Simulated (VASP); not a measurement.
# Hf3SnS4 (P3m1) in VASP: further runs

One crystal, Hf3SnS4, is run at these levels: PBE; tasks: single point, relaxation of cell and atoms.

Program: VASP 6.6.1. These are calculated values, not measurements. Logs are shortened: lines on timing, memory, paths and dates and some standing lists are left out, and cuts for length are marked.

### Step 1. Starting point

Symmetry: P3m1, No. 156, trigonal system. Conventional cell: a = 3.611 Å, b = 3.611 Å, c = 17.495 Å, α = 90.00°, β = 90.00°, γ = 120.00°. Hf (site symmetry 3m) has 6 S at 2.55 Å as nearest neighbours. Hf (site symmetry 3m) has 3 S at 2.50 Å as nearest neighbours. Hf (site symmetry 3m) has 3 S at 2.50 Å as nearest neighbours. Around Sn (site symmetry 3m) lie 6 Hf at 3.03 to 3.04 Å. S (site symmetry 3m) is surrounded by 3 Hf at 2.55 Å. S (site symmetry 3m) has 3 Hf at 2.55 Å as nearest neighbours. S (site symmetry 3m) has 3 Hf at 2.50 Å as nearest neighbours. S (site symmetry 3m) is surrounded by 3 Hf at 2.50 Å.

The cell was built by a generator and needn't be a form met in nature.

### Step 2. Single point, PBE

INCAR reads:

```
SYSTEM = Hf3SnS4
PREC = Normal
ENCUT = 520
EDIFF = 1E-5
ISMEAR = 0
SIGMA = 0.15
LREAL = Auto
LASPH = .TRUE.
NELM = 80
ALGO = Fast
ISIF = 2
LWAVE = .FALSE.
LCHARG = .FALSE.
GGA = PE
NBANDS = 44
KPAR = 4
```

KPOINTS reads:

```
Automatic mesh
0
G
  7 7 2
  0 0 0
```

POSCAR reads:

```
Hf3SnS4
1.0
    3.6112710000      0.0000000000      0.0000000000
   -1.8056350000      3.1274520000      0.0000000000
    0.0000000000      0.0000000000     17.4954300000
Hf Sn S
3 1 4
Direct
    0.6666670000      0.3333330000      0.0007190000
    0.3333330000      0.6666670000      0.3735390000
    0.3333330000      0.6666670000      0.6256300000
    0.0000000000      0.0000000000      0.4996010000
    0.0000000000      0.0000000000      0.9171600000
    0.3333330000      0.6666670000      0.0841890000
    0.6666670000      0.3333330000      0.2946190000
    0.6666670000      0.3333330000      0.7045710000
```

Potentials or basis: VASP PAW PBE potentials, release 64 (Hf_pv, Sn_d, S).

Command:

```
$ cat potpaw_PBE.64/Hf_pv/POTCAR potpaw_PBE.64/Sn_d/POTCAR potpaw_PBE.64/S/POTCAR > POTCAR
$ mpirun -np 4 vasp_std > vasp.out
```

OUTCAR:

```text
SYSTEM = Hf3SnS4
   PREC = Normal
   ENCUT = 520
   EDIFF = 1E-5
   ISMEAR = 0
   LREAL = Auto
   LASPH = .TRUE.
   NELM = 80
   ISIF = 2
   GGA = PE

 ion  position               nearest neighbor table
   1  0.667  0.333  0.001-   6 2.55   6 2.55   6 2.55   5 2.55   5 2.55   5 2.55
   2  0.333  0.667  0.374-   7 2.50   7 2.50   7 2.50   4 3.04   4 3.04   4 3.04
   3  0.333  0.667  0.626-   8 2.50   8 2.50   8 2.50   4 3.03   4 3.03   4 3.03
   4  0.000  0.000  0.500-   3 3.03   3 3.03   3 3.03   2 3.04   2 3.04   2 3.04
   5  0.000  0.000  0.917-   1 2.55   1 2.55   1 2.55
   6  0.333  0.667  0.084-   1 2.55   1 2.55   1 2.55
   7  0.667  0.333  0.295-   2 2.50   2 2.50   2 2.50
   8  0.667  0.333  0.705-   3 2.50   3 2.50   3 2.50

  LATTYP: Found a hexagonal cell.
 ALAT       =     3.6112710000
 C/A-ratio  =     4.8446738004

  Lattice vectors:

 A1 = (   3.6112710000,   0.0000000000,   0.0000000000)
 A2 = (  -1.8056350000,   3.1274520000,   0.0000000000)
 A3 = (   0.0000000000,   0.0000000000,  17.4954300000)

Analysis of symmetry for initial positions (statically):
=====================================================================
 Subroutine PRICEL returns:
 Original cell was already a primitive cell.

 Routine SETGRP: Setting up the symmetry group for a
 hexagonal supercell.

 Subroutine GETGRP returns: Found  6 space group operations
 (whereof  6 operations were pure point group operations)
 out of a pool of 24 trial point group operations.

The static configuration has the point symmetry C_3v.

Analysis of symmetry for dynamics (positions and initial velocities):
=====================================================================
 Subroutine PRICEL returns:
 Original cell was already a primitive cell.

 Routine SETGRP: Setting up the symmetry group for a
 hexagonal supercell.

 Subroutine GETGRP returns: Found  6 space group operations
 (whereof  6 operations were pure point group operations)
 out of a pool of 24 trial point group operations.

The dynamic configuration has the point symmetry C_3v.

 Subroutine INISYM returns: Found  6 space group operations
 (whereof  6 operations are pure point group operations),
 and found     1 'primitive' translations

----------------------------------------------------------------------------------------

                                     Primitive cell

  volume of cell :     197.5947

  direct lattice vectors                    reciprocal lattice vectors
     3.611271000  0.000000000  0.000000000     0.276910816  0.159874512  0.000000000
    -1.805635000  3.127452000  0.000000000     0.000000000  0.319749112  0.000000000
     0.000000000  0.000000000 17.495430000     0.000000000  0.000000000  0.057157783

  length of vectors
     3.611271000  3.611270381 17.495430000     0.319749057  0.319749112  0.057157783

  position of ions in fractional coordinates (direct lattice)
     0.666667000  0.333333000  0.000719000
     0.333333000  0.666667000  0.373539000
     0.333333000  0.666667000  0.625630000
     0.000000000  0.000000000  0.499601000
     0.000000000  0.000000000  0.917160000
     0.333333000  0.666667000  0.084189000
     0.666667000  0.333333000  0.294619000
     0.666667000  0.333333000  0.704571000

  ion indices of the primitive-cell ions
   primitive index   ion index
                 1           1
                 2           2
                 3           3
                 4           4
                 5           5
                 6           6
                 7           7
                 8           8

----------------------------------------------------------------------------------------

 KPOINTS: Automatic mesh

Automatic generation of k-mesh.
 Grid dimensions read from file:
 generate k-points for:    7    7    2

 Generating k-lattice:

  Cartesian coordinates                     Fractional coordinates (reciprocal lattice)
     0.039558688  0.022839216  0.000000000     0.142857143  0.000000000  0.000000000
     0.000000000  0.045678445  0.000000000     0.000000000  0.142857143  0.000000000
     0.000000000  0.000000000  0.028578892     0.000000000  0.000000000  0.500000000

  Length of vectors
     0.045678437  0.045678445  0.028578892

  Shift w.r.t. Gamma in fractional coordinates (k-lattice)
     0.000000000  0.000000000  0.000000000

 Subroutine IBZKPT returns following result:
 ===========================================

 Found     16 irreducible k-points:

 Following reciprocal coordinates:
            Coordinates               Weight
  0.000000  0.000000  0.000000      1.000000
  0.142857 -0.000000  0.000000      6.000000
  0.285714 -0.000000  0.000000      6.000000
  0.428571 -0.000000  0.000000      6.000000
  0.142857  0.142857  0.000000      6.000000
  0.285714  0.142857  0.000000     12.000000
[... 8 lines left out ...]
  0.428571  0.142857  0.500000      6.000000
  0.285714  0.285714  0.500000      6.000000
   k-points           NKPTS =     16   k-points in BZ     NKDIM =     16   number of bands    NBANDS=     44
   number of dos      NEDOS =    301   number of ions     NIONS =      8
   total plane-waves  NPLWV =  39200
   dimension x,y,z NGX =    20 NGY =   20 NGZ =   98
   dimension x,y,z NGXF=    40 NGYF=   40 NGZF=  196
   ions per type =               3   1   4
   NGX,Y,Z   is equivalent  to a cutoff of   9.21,  9.21,  9.31 a.u.
   NGXF,Y,Z  is equivalent  to a cutoff of  18.41, 18.41, 18.62 a.u.
 SYSTEM =  Hf3SnS4
   PREC   = normal    normal or accurate (medium, high low for compatibility)
   ISTART =      0    job   : 0-new  1-cont  2-samecut
   ICHARG =      2    charge: 1-file 2-atom 10-const
   ISPIN  =      1    spin polarized calculation?
   LNONCOLLINEAR =      F non collinear calculations
   LSORBIT =      F    spin-orbit coupling
   LASPH  =      T    aspherical Exc in radial PAW
   ENCUT  =  520.0 eV  38.22 Ry    6.18 a.u.   6.71  6.71 32.53*2*pi/ulx,y,z
   NELM   =     80;   NELMIN=  2; NELMDL= -5     # of ELM steps
   EDIFF  = 0.1E-04   stopping-criterion for ELM
   LREAL  =      T    real-space projection
   EDIFFG = 0.1E-03   stopping-criterion for IOM
   NSW    =      0    number of steps for IOM
   IBRION =     -1    ionic relax: 0-MD 1-quasi-New 2-CG
   NFREE  =      0    steps in history (QN), initial steepest desc. (CG)
   ISIF   =      2    stress and relaxation
   ISYM   =      2    0-nonsym 1-usesym 2-fastsym
   POTIM  = 0.5000    time-step for ionic-motion
   TEBEG  =    0.0;   TEEND  =   0.0 temperature during run
   PSTRESS=    0.0 pullay stress
   NELECT =      68.0000    total number of electrons
   NUPDOWN=      -1.0000    fix difference up-down
   EMIN   =  10.00;   EMAX   =-10.00  energy-range for DOS
   EFERMI =   0.00;   METHOD = LEGACY
   ISMEAR =     0;   SIGMA  =   0.15  broadening in eV -4-tet -1-fermi 0-gaus
   EFERMI_NEDOS =   21; number of points for ismear=-14 and -15
   IALGO  =     68    algorithm
   IMIX   =      4    mixing-type and parameters
     AMIX     =   0.40;   BMIX     =  1.00
     AMIX_MAG =   1.60;   BMIX_MAG =  1.00
  volume/ion in A,a.u.               =      24.70       166.68
  Fermi-wavevector in a.u.,A,eV,Ry     =   1.147236  2.167961 17.907307  1.316150
  Thomas-Fermi vector in A             =   2.283917
   LORBIT       =      0    0 simple, 1 ext, 2 COOP (PROOUT), +10 PAW based schemes
   GGA     = PE    functional components
   LHFCALC =     F    Hartree Fock is set to
   AEXX    =    0.0000 exact exchange contribution
   IVDW    =     0    specifies the selected vdW correction
   LEPSILON=     F    determine dielectric tensor
   LRPA    =     F    only Hartree local field effects (RPA)
 non-spin polarized calculation
 RMM-DIIS sequential band-by-band and
 Gauss-broadening in eV      SIGMA  =   0.15
  energy-cutoff  :      520.00
  volume of cell :      197.59
 maximum number of plane-waves:      5370
   NGX = 13   NGY = 13   NGZ = 65

 number of electron      68.0000007 magnetization

 Free energy of the ion-electron system (eV)
  ---------------------------------------------------
  ext. energy  EPLUGINS =         0.00000000
  ---------------------------------------------------
  free energy    TOTEN  =       -59.92119101 eV

  energy without entropy =      -59.84909536  energy(sigma->0) =      -59.88514319

 E-fermi :   4.3126     XC(G=0):  -9.4241

 val. band max:        4.3080688263   @ k =   0.2857   0.1429   0.5000
 cond. band min:       4.3182388945   @ k =   0.4286  -0.0000   0.0000
 fundamental gap:      0.0101700682
 Fermi energy:         4.3125727507

 k-point     1 :       0.0000    0.0000    0.0000
  band No.  band energies     occupation
      1     -27.3960      2.00000
      2     -27.2877      2.00000
      3     -27.2877      2.00000
      4     -27.1746      2.00000
      5     -27.1655      2.00000
      6     -27.0868      2.00000
[... 36 lines left out ...]
     43       6.6362      0.00000
     44       7.7714      0.00000

 k-point     2 :       0.1429   -0.0000    0.0000
  band No.  band energies     occupation
      1     -27.3886      2.00000
      2     -27.3262      2.00000
      3     -27.2964      2.00000
      4     -27.1688      2.00000
      5     -27.1610      2.00000
      6     -27.1226      2.00000
[... 36 lines left out ...]
     43       7.1419      0.00000
     44       7.7858      0.00000

 k-point     3 :       0.2857   -0.0000    0.0000
  band No.  band energies     occupation
      1     -27.4118      2.00000
      2     -27.3714      2.00000
      3     -27.3158      2.00000
      4     -27.2066      2.00000
      5     -27.2057      2.00000
      6     -27.1512      2.00000
[... 600 lines left out ...]
     43       7.5385      0.00000
     44       7.7315      0.00000

 k-point    16 :       0.2857    0.2857    0.5000
  band No.  band energies     occupation
      1     -27.4481      2.00000
      2     -27.3959      2.00000
      3     -27.3527      2.00000
      4     -27.2424      2.00000
      5     -27.2419      2.00000
      6     -27.1889      2.00000
[... 36 lines left out ...]
     43       7.5898      0.00000
     44       7.8320      0.00000

------------------------ aborting loop because EDIFF is reached ----------------------------------------

  FORCE on cell =-STRESS in cart. coord.  units (eV):
  Direction    XX          YY          ZZ          XY          YZ          ZX
  --------------------------------------------------------------------------------------
  -------------------------------------------------------------------------------------
  Total        0.0644037      0.0644037     -0.2044441      0.0000000     -0.0000000      0.0000000
  in kB        0.5222108      0.5222106     -1.6577149      0.0000001     -0.0000000      0.0000000
  external PRESSURE =      -0.2044312 kB  Pullay stress =       0.0000000 kB

 VOLUME and BASIS-vectors are now :
 -----------------------------------------------------------------------------
  energy-cutoff  :      520.00
  volume of cell :      197.59
      direct lattice vectors                 reciprocal lattice vectors
     3.611271000  0.000000000  0.000000000     0.276910816  0.159874512  0.000000000
    -1.805635000  3.127452000  0.000000000     0.000000000  0.319749112  0.000000000
     0.000000000  0.000000000 17.495430000     0.000000000  0.000000000  0.057157783

 POSITION                                       TOTAL-FORCE (eV/Angst)
 -----------------------------------------------------------------------------------
      1.80564      1.04248      0.01258        -0.000000     -0.000000      0.019333
     -0.00000      2.08497      6.53523         0.000000     -0.000000     -0.033155
     -0.00000      2.08497     10.94567        -0.000000      0.000000      0.017180
      0.00000      0.00000      8.74073         0.000000     -0.000000     -0.003546
      0.00000      0.00000     16.04611         0.000000     -0.000000      0.017807
     -0.00000      2.08497      1.47292        -0.000000      0.000000     -0.007734
      1.80564      1.04248      5.15449         0.000000      0.000000      0.013517
      1.80564      1.04248     12.32677         0.000000      0.000000     -0.023403
 -----------------------------------------------------------------------------------
    total drift:                               -0.000395      0.000226     -0.031124

  FREE ENERGIE OF THE ION-ELECTRON SYSTEM (eV)
  ---------------------------------------------------
  free  energy   TOTEN  =       -59.9211910114 eV

  energy  without entropy=      -59.8490953605  energy(sigma->0) =      -59.88514319
```

It took 46 s on 4 MPI ranks of Intel Xeon Platinum 8488C (Sapphire Rapids), shared host; peak memory 0.23 GiB.

What came out:

- Free energy: -59.9212 eV
- Pressure: 0.0 GPa
- Largest force: 0.033 eV/Å
- Band gap on the k mesh: none (metal or under the smearing width)

Forces on the atoms (eV/Å):
```
Hf   0.000  0.000  0.019
Hf   0.000  0.000 -0.033
Hf   0.000  0.000  0.017
Sn   0.000  0.000 -0.004
S    0.000  0.000  0.018
S    0.000  0.000 -0.008
S    0.000  0.000  0.014
S    0.000  0.000 -0.023
```

Levels at points of the mesh, in eV from the Fermi level:
| k point | band 31 | band 32 | band 33 | band 34 | band 35 | band 36 | band 37 | band 38 |
| --- | --- | --- | --- | --- | --- | --- | --- | --- |
| (0.00, 0.00, 0.00) | -1.08 | -1.08 | 1.01 | 1.01 | 1.05 | 1.12 | 1.12 | 1.22 |
| (0.00, 0.00, 0.50) | -1.08 | -1.08 | 1.01 | 1.01 | 1.12 | 1.12 | 1.18 | 1.22 |

Caveat: this functional lacks dispersion, which binds the layers, so the pressure and a relaxed spacing across them are unreliable.

### Step 3. Relaxation of cell and atoms, PBE

This run uses another cell than the first one, of 25.78 Å³/atom, 1.044 times its volume.

Changes to INCAR since step 2:

```diff
@@ -10,3 +10,3 @@
 ALGO = Fast
-ISIF = 2
+ISIF = 3
 LWAVE = .FALSE.
@@ -14,3 +14,6 @@
 GGA = PE
-NBANDS = 44
+IBRION = 2
+NSW = 110
+EDIFFG = -0.03
+ISYM = 0
 KPAR = 4
```

KPOINTS is that of step 2.

POSCAR reads:

```
Hf3SnS4
1.0
    3.7221312000      0.0321704700      0.0408271200
   -1.8332046400      3.1004517000     -0.0215551800
    0.1977940800     -0.0063864200     17.7800926800
Hf Sn S
3 1 4
Direct
    0.6786560200      0.3270693700      0.0045099400
    0.3123417600      0.6567444400      0.3744406600
    0.3372763300      0.6535228900      0.6315641900
    0.0164762200      0.0042885400      0.4994421600
    0.0053226200      0.0182993600      0.9204928500
    0.3582795200      0.6815255200      0.0847257800
    0.6745215900      0.3492087100      0.2935872900
    0.6756470200      0.3446973900      0.7045464100
```

Potentials or basis: VASP PAW PBE potentials, release 64 (Hf_pv, Sn_d, S).

Command:

```
$ cat potpaw_PBE.64/Hf_pv/POTCAR potpaw_PBE.64/Sn_d/POTCAR potpaw_PBE.64/S/POTCAR > POTCAR
$ mpirun -np 4 vasp_std > vasp.out
```

Run time: 11 min. Hardware: 4 MPI ranks of Intel Xeon Platinum 8488C (Sapphire Rapids), shared host; peak memory 0.39 GiB.

Results (log left out):

* Free energy: -59.9240 eV
* Relaxed volume: 24.69 Å³/atom
* Relaxed cell: a = 3.616 Å, b = 3.619 Å, c = 17.421 Å, α = 89.72°, β = 90.29°, γ = 120.00°
* Space group after relaxing (to 0.05 Å): Cm (No. 8)
* Energy gained by relaxing: 31.8 meV/atom
* Ionic steps: 16
* Pressure after relaxing: 0.0 GPa
* Largest force after relaxing: 0.024 eV/Å
* Band gap on the k mesh: none (metal or under the smearing width)

Forces on the atoms (eV/Å):
```
Hf   0.009 -0.013  0.005
Hf   0.000 -0.001  0.009
Hf  -0.003 -0.013  0.010
Sn  -0.008  0.003 -0.002
S   -0.006  0.005  0.014
S   -0.004  0.007 -0.022
S    0.015  0.010  0.003
S   -0.003  0.002 -0.017
```

The path:
```csv
step,energy change (eV),largest force (eV/Å),pressure (GPa),volume (Å³)
1,0.0000,1.0002,-2.49,206.21
2,-0.1528,0.7283,2.59,194.44
3,-0.1764,0.7472,1.07,197.41
4,-0.2256,0.3947,-0.46,199.12
5,-0.2267,0.4016,-0.29,198.89
6,-0.2432,0.1541,-0.14,198.02
7,-0.2467,0.1586,-0.04,197.46
8,-0.2509,0.0725,0.13,197.10
9,-0.2513,0.0802,0.16,196.97
10,-0.2506,0.1344,0.31,196.71
11,-0.2513,0.0939,0.23,196.90
12,-0.2531,0.0812,-0.23,197.74
13,-0.2531,0.0774,-0.17,197.65
14,-0.2541,0.0481,0.07,197.25
15,-0.2542,0.0407,0.05,197.34
16,-0.2544,0.0237,0.03,197.48
```

Final structure:
```xyz
8
Lattice="3.6164 -0.0011 -0.0093 -1.8085 3.1352 0.0088 -0.0429 0.0237 17.4210" Properties=species:S:1:pos:R:3 pbc="T T T"
Hf    1.8405    1.0756    0.0527
Hf   -0.0246    2.1099    6.5294
Hf   -0.0037    2.1069   10.9211
Sn   -0.0052    0.0177    8.7232
S    -0.0121    0.0533   16.0181
S     0.0378    2.1154    1.5178
S     1.7806    1.0613    5.1498
S     1.8072    1.0563   12.2916
```

Levels at points of the mesh, in eV from the Fermi level:
| k point | band 31 | band 32 | band 33 | band 34 | band 35 | band 36 | band 37 | band 38 |
| --- | --- | --- | --- | --- | --- | --- | --- | --- |
| (0.00, 0.00, 0.00) | -1.10 | -1.10 | 0.99 | 1.00 | 1.06 | 1.09 | 1.11 | 1.19 |
| (0.00, 0.00, 0.50) | -1.10 | -1.10 | 0.99 | 1.00 | 1.09 | 1.11 | 1.19 | 1.19 |

Spin-orbit coupling is left out, which matters for the levels of Hf.
